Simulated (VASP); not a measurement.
Given:

```xyz
2
Lattice="0.0000 2.2092 2.2092 2.2092 0.0000 2.2092 2.2092 2.2092 0.0000" Properties=species:S:1:pos:R:3 pbc="T T T"
Nb     0.0000     0.0000     0.0000
N      2.2092     2.2092     2.2092
```

The numbers are results of PBE GGA, VASP's PBE PAW potentials (set 64) (plane waves; VASP), not measurements. Run with 520 eV cut-off, 14×14×14 Γ-centred mesh, first-order Methfessel-Paxton smearing of 0.10 eV, potentials Nb_sv N.

Q: The job: NbN (rock salt), 2 atoms, PBE, static run, 520 eV, 14×14×14 Γ-centred mesh. Roughly how much core time does it take on a busy server core?

A: About 20 core-seconds (one run on a shared machine, a rough figure). It had 104 irreducible k-points, 13 bands, up to 592 plane waves and 15 electronic steps.

The compound is NbN in the rock salt structure, the cubic δ form, which competes with hexagonal ones. It was relaxed first. VASP warned that the highest band is occupied, so more bands are needed.
